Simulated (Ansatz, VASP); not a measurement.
# Cross-check of AlNi3 between VASP and Ansatz, part 2 of 2

Aim: how closely do two programs agree when they are given the same cell, functional and k mesh? The cell is taken from a series of runs on this material, whose earlier steps may have relaxed, scaled, displaced or heated it; both programs get it as it stands.

VASP 6.6.1 and Ansatz 0.2.0.

So far: Set-up; Ansatz: single point, r2SCAN.

## Step 3: VASP: single point, r2SCAN

Level of this step: r2SCAN, spin-polarised from a ferromagnetic start; plane waves and PAW (Al, Ni) (VASP).

The same cell, functional, mesh and smearing now go to VASP, with its own data sets.

Lines of VASP's logs that name or quote its potential files are left out, and so is its time.

File INCAR:

```
SYSTEM = AlNi3
PREC = Accurate
ENCUT = 580
EDIFF = 1E-06
NELM = 200
ISMEAR = -1
SIGMA = 0.1
LREAL = .FALSE.
ALGO = Normal
METAGGA = R2SCAN
LASPH = .TRUE.
NBANDS = 47
ISPIN = 2
MAGMOM = -0.03 -0.03 0.34 0.34 0.34 0.34 0.34 0.34
LMAXMIX = 4
LORBIT = 11
LWAVE = .FALSE.
LCHARG = .FALSE.
ISIF = 2
GGA_COMPAT = .FALSE.
LMIXTAU = .TRUE.
KPAR = 2
```

File POSCAR:

```
AlNi3
1.0
   -3.5230547270      0.0000000000      0.0000000000
    0.0000000000      3.5230547270      3.5230547270
    0.0000000000      3.5230547270     -3.5230547270
Al Ni
2 6
Direct
    0.0000000000      0.0000000000      0.0000000000
    0.0000000000      0.5000000000      0.5000000000
    0.0000000000      0.5000000000      0.0000000000
    0.0000000000      0.0000000000      0.5000000000
    0.5000000000      0.2500000000      0.7500000000
    0.5000000000      0.7500000000      0.2500000000
    0.5000000000      0.2500000000      0.2500000000
    0.5000000000      0.7500000000      0.7500000000
```

File KPOINTS:

```
Automatic mesh
0
Gamma
11 8 8
0 0 0
```

Potentials, in the order of the species: Al and Ni (PBE family, release 64).

Launch:

```bash
> mpirun -np 2 vasp_std
```

Numbers of over 12 decimals in the logs are rounded to 6 here.

What it wrote:

```text
[banner, memory and clock lines left out]
running    2 mpi-ranks, on    1 nodes
 distrk:  each k-point on    1 cores,    2 groups
 distr:  one band on    1 cores,    1 groups

 POSCAR found type information on POSCAR AlNi
 POSCAR found :  2 types and       8 ions
|                                                                             |
|               ----> ADVICE to this user running VASP <----                  |
|                                                                             |
|     You enforced a specific xc type in the INCAR file but a different       |
|     [... a line on the potential file left out ...]
|     I HOPE YOU KNOW WHAT YOU ARE DOING!                                     |
|                                                                             |

 LDA part: xc-table for (None), standard interpolation
 POSCAR, INCAR and KPOINTS ok, starting setup
 FFT: planning ... GRIDC
 FFT: planning ... GRID_SOFT
 FFT: planning ... GRID
 WAVECAR not read
 entering main loop
       N       E                     dE             d eps       ncg     rms          rms(c)
DAV:   1     0.461143189070E+03    0.46114E+03   -0.30613E+04 17000   0.207E+03
DAV:   2    -0.567499223507E+02   -0.51789E+03   -0.48906E+03 16920   0.405E+02
DAV:   3    -0.103840618166E+03   -0.47091E+02   -0.42869E+02 17970   0.152E+02
DAV:   4    -0.104936776792E+03   -0.10962E+01   -0.10920E+01 19055   0.248E+01
DAV:   5    -0.104968897226E+03   -0.32120E-01   -0.32117E-01 23598   0.311E+00    0.288E+01
DAV:   6    -0.996814233227E+02    0.52875E+01   -0.10797E+02 18536   0.135E+02    0.314E+01
DAV:   7    -0.886136676061E+02    0.11068E+02   -0.29878E+01 19329   0.681E+01    0.376E+00
DAV:   8    -0.885500402323E+02    0.63627E-01   -0.11996E+00 19326   0.837E+00    0.266E+00
DAV:   9    -0.887193716453E+02   -0.16933E+00   -0.21194E-01 21535   0.996E+00    0.313E+00
DAV:  10    -0.886654037363E+02    0.53968E-01   -0.10527E-01 19636   0.844E+00    0.156E+00
DAV:  11    -0.886790524053E+02   -0.13649E-01   -0.56078E-02 19716   0.248E+00    0.622E-01
DAV:  12    -0.886817505524E+02   -0.26981E-02   -0.95595E-03 22278   0.106E+00    0.232E-01
DAV:  13    -0.886820090145E+02   -0.25846E-03   -0.16943E-03 18333   0.426E-01    0.155E-01
DAV:  14    -0.886821677331E+02   -0.15872E-03   -0.15814E-04 21851   0.124E-01    0.533E-02
DAV:  15    -0.886821696895E+02   -0.19564E-05   -0.44361E-05 21506   0.807E-02    0.184E-02
DAV:  16    -0.886821690828E+02    0.60669E-06   -0.12511E-05 20238   0.470E-02    0.839E-03
DAV:  17    -0.886821715592E+02   -0.24763E-05   -0.21081E-06 13917   0.153E-02    0.292E-03
DAV:  18    -0.886821713743E+02    0.18486E-06   -0.45938E-07  9385   0.525E-03
   1 F= -.88682171E+02 E0= -.88600813E+02  d E =-.162717E+00  mag=     1.6594
```

From OUTCAR (step 3):

```text
ion  position               nearest neighbor table
   1  0.000  0.000  0.000-   3 2.49   4 2.49   5 2.49   6 2.49   7 2.49   8 2.49   4 2.49   3 2.49
                             5 2.49   6 2.49   7 2.49   8 2.49
   2  0.000  0.500  0.500-   3 2.49   4 2.49   5 2.49   6 2.49   7 2.49   8 2.49   3 2.49   4 2.49
                             5 2.49   6 2.49   7 2.49   8 2.49
   3  0.000  0.500  0.000-   1 2.49   2 2.49   5 2.49   6 2.49   7 2.49   8 2.49   2 2.49   1 2.49
                             5 2.49   6 2.49   7 2.49   8 2.49
   4  0.000  0.000  0.500-   1 2.49   2 2.49   5 2.49   6 2.49   7 2.49   8 2.49   1 2.49   2 2.49
                             5 2.49   6 2.49   7 2.49   8 2.49
   5  0.500  0.250  0.750-   1 2.49   2 2.49   3 2.49   4 2.49   7 2.49   8 2.49   7 2.49   8 2.49
                             1 2.49   2 2.49   3 2.49   4 2.49
   6  0.500  0.750  0.250-   1 2.49   2 2.49   3 2.49   4 2.49   7 2.49   8 2.49   8 2.49   7 2.49
                             1 2.49   2 2.49   3 2.49   4 2.49
   7  0.500  0.250  0.250-   1 2.49   2 2.49   3 2.49   4 2.49   5 2.49   6 2.49   5 2.49   6 2.49
                             1 2.49   2 2.49   3 2.49   4 2.49
   8  0.500  0.750  0.750-   1 2.49   2 2.49   3 2.49   4 2.49   5 2.49   6 2.49   6 2.49   5 2.49
                             1 2.49   2 2.49   3 2.49   4 2.49

  LATTYP: Found a simple tetragonal cell.
 ALAT       =     4.9823517759
 C/A-ratio  =     0.7071067812

 Subroutine GETGRP returns: Found 16 space group operations
 (whereof 16 operations were pure point group operations)

The static configuration has the point symmetry D_4h.

 Found     90 irreducible k-points:

   k-points           NKPTS =     90   k-points in BZ     NKDIM =     90   number of bands    NBANDS=     47

   dimension x,y,z NGX =    28 NGY =   40 NGZ =   40
   dimension x,y,z NGXF=    56 NGYF=   80 NGZF=   80

   ENCUT  =  580.0 eV  42.63 Ry    6.53 a.u.   6.92  9.78  9.78*2*pi/ulx,y,z

   NELECT =      66.0000    total number of electrons

 k-points in reciprocal lattice and weights: Automatic mesh
   0.00000000  0.00000000  0.00000000       0.001
   0.09090909  0.00000000  0.00000000       0.003
   0.18181818  0.00000000  0.00000000       0.003
   0.27272727  0.00000000  0.00000000       0.003
   0.36363636  0.00000000  0.00000000       0.003
   0.45454545  0.00000000  0.00000000       0.003
   0.00000000  0.12500000  0.00000000       0.006
   0.09090909  0.12500000  0.00000000       0.011
   0.18181818  0.12500000  0.00000000       0.011
[...]
0.36363636  0.50000000  0.50000000       0.003
   0.45454545  0.50000000  0.50000000       0.003

 average (electrostatic) potential at core
       1 -72.6287       2 -72.6287       3 -86.6011       4 -86.6011       5 -86.6010
       6 -86.6010       7 -86.6010       8 -86.6010

 E-fermi :   9.8165

 spin component 1
 k-point     1 :       0.0000    0.0000    0.0000
  band No.  band energies     occupation
    ...
     29       9.0320      0.99961
     30       9.3263      0.99262
     31       9.4661      0.97081
     32       9.4661      0.97081
     33       9.4667      0.97064
     34      10.5062      0.00101
     35      10.5062      0.00101
     36      10.6990      0.00015
     37      10.6990      0.00015
     38      10.6991      0.00015
    ...

 k-point     2 :       0.0909    0.0000    0.0000
  band No.  band energies     occupation
    ...
     29       9.0143      0.99967
     30       9.2428      0.99679
     31       9.2428      0.99679
     32       9.2880      0.99496
     33       9.4668      0.97061
     34      10.2473      0.01328
     35      10.4561      0.00167
     36      10.4561      0.00167
     37      11.0584      0.00000
     38      11.0584      0.00000
    ...

 k-point     3 :       0.1818    0.0000    0.0000
  band No.  band energies     occupation
    ...
     30       8.9568      0.99982
     31       8.9890      0.99975
     32       9.1794      0.99829
     33       9.3981      0.98500
     34       9.4670      0.97054
     35      10.2938      0.00838
     36      10.2938      0.00838
     37      11.8142      0.00000
     38      11.8142      0.00000
     39      15.8901      0.00000
    ...

 k-point     4 :       0.2727    0.0000    0.0000
  band No.  band energies     occupation
    ...
     30       8.8513      0.99994
     31       8.9226      0.99987
     32       9.0666      0.99945
     33       9.0711      0.99942
     34       9.4674      0.97045
     35       9.9993      0.13847
     36       9.9993      0.13847
     37      12.7517      0.00000
     38      12.7517      0.00000
     39      14.8116      0.00000
    ...

 k-point     5 :       0.3636    0.0000    0.0000
  band No.  band energies     occupation
    ...
     32       9.1862      0.99817
     33       9.2184      0.99748
     34       9.4676      0.97037
     35       9.6156      0.88178
     36       9.6156      0.88178
     37      13.8233      0.00000
     38      13.8233      0.00000
     39      14.0403      0.00000
     40      14.4333      0.00000
     41      14.4333      0.00000
    ...

 k-point     6 :       0.4545    0.0000    0.0000
  band No.  band energies     occupation
    ...
     32       9.2963      0.99452
     33       9.3422      0.99136
     34       9.3422      0.99136
     35       9.4678      0.97032
     36       9.4776      0.96737
     37      13.6355      0.00000
     38      14.0689      0.00000
     39      14.0689      0.00000
     40      14.1316      0.00000
     41      15.0149      0.00000
    ...

  Total        0.3169638      0.3236042      0.3236042      0.0000000      0.0000000      0.0000000
  in kB        5.8067353      5.9283870      5.9283870      0.0000000      0.0000000      0.0000000
  external PRESSURE =       5.8878364 kB  Pullay stress =       0.0000000 kB

  energy-cutoff  :      580.00
  volume of cell :       87.46
      direct lattice vectors                 reciprocal lattice vectors
    -3.523054727  0.000000000  0.000000000    -0.283844583  0.000000000  0.000000000
     0.000000000  3.523054727  3.523054727     0.000000000  0.141922292  0.141922292
     0.000000000  3.523054727 -3.523054727     0.000000000  0.141922292 -0.141922292

 POSITION                                       TOTAL-FORCE (eV/Angst)
 -----------------------------------------------------------------------------------
      0.00000      0.00000      0.00000        -0.000000     -0.000000      0.000000
      0.00000      3.52305      0.00000        -0.000000     -0.000000      0.000000
      0.00000      1.76153      1.76153         0.000000     -0.000000      0.000000
      0.00000      1.76153     -1.76153         0.000000     -0.000000      0.000000
     -1.76153      3.52305     -1.76153         0.000000     -0.000000     -0.000000
     -1.76153      3.52305      1.76153         0.000000     -0.000000      0.000000
     -1.76153      1.76153      0.00000         0.000000     -0.000000      0.000000
     -1.76153      5.28458      0.00000         0.000000      0.000000      0.000000
 -----------------------------------------------------------------------------------
    total drift:                               -0.000000      0.000000     -0.000000

  FREE ENERGIE OF THE ION-ELECTRON SYSTEM (eV)
  ---------------------------------------------------
  free  energy   TOTEN  =       -88.6821713743 eV

  energy  without entropy=      -88.5194542709  energy(sigma->0) =      -88.60081282

 total charge
# of ion       s       p       d       tot
------------------------------------------
    1        0.412   0.417   0.000   0.829
    2        0.412   0.417   0.000   0.829
    3        0.521   0.572   8.395   9.487
    4        0.521   0.572   8.395   9.487
    5        0.521   0.571   8.395   9.487
    6        0.521   0.571   8.395   9.487
    7        0.521   0.571   8.395   9.487
    8        0.521   0.571   8.395   9.487
--------------------------------------------------
tot          3.950   4.263  50.370  58.582

 magnetization (x)
# of ion       s       p       d       tot
------------------------------------------
    1       -0.002  -0.014   0.000  -0.016
    2       -0.002  -0.014   0.000  -0.016
    3       -0.007  -0.023   0.339   0.309
    4       -0.007  -0.023   0.339   0.309
    5       -0.007  -0.023   0.339   0.309
    6       -0.007  -0.023   0.339   0.309
    7       -0.007  -0.023   0.339   0.309
    8       -0.007  -0.023   0.339   0.309
--------------------------------------------------
tot         -0.044  -0.169   2.036   1.823

[... 6 further parts left out ...]
```

The magnetic state follows from one typed start and may not be the lowest. SCAN-type functionals tend to overstate the moments of itinerant magnets.

## Step 4: Comparison

Known differences besides the potentials themselves: VASP starts from the moments at which Ansatz ended; VASP keeps PBE cores, Ansatz makes them for the functional; the data sets hold 114 valence electrons in Ansatz (on its default PAW (the set named soft_2) files) and 66 in VASP; the cutoff is 500 eV in Ansatz and 580 eV in VASP; site moments are counted in spheres of each program's own size. Total energies have different zeros and are not compared.

Both answers:

```tsv
quantity	Ansatz	VASP	difference
total moment (μB)	1.72	1.66	+0.06
moment on Ni4 (μB)	0.34	0.31	+0.03
moment on Ni3 (μB)	0.34	0.31	+0.03
moment on Ni6 (μB)	0.34	0.31	+0.03
moment on Ni5 (μB)	0.34	0.31	+0.03
moment on Ni7 (μB)	0.34	0.31	+0.03
moment on Ni8 (μB)	0.34	0.31	+0.03
```

## Step 5: What came out

```yaml
difference_in_total_moment_single_point_r2scan: 0.059 μB
```

In words: The difference in total moment is 0.059 μB (single point, r2SCAN). The data sets hold unlike numbers of valence electrons (114 in Ansatz and 66 in VASP), so part of the differences comes from the potentials. Such differences can come from data sets, numerical settings and the points named under the comparisons, not from the functional's error against experiment.

[Lines on the potential files, build, host, timing and source positions are cut from VASP's logs without a mark.]

[Logs are printed without paths, hosts, clocks, repeated set-up lines and the standing remarks that a program may print on its own settings, such as how far it seeks lower states.]

[Hosts, paths, dates, database ids (printed as entryN), source tags and the programs' standing remarks are cut or masked in the printed files.]
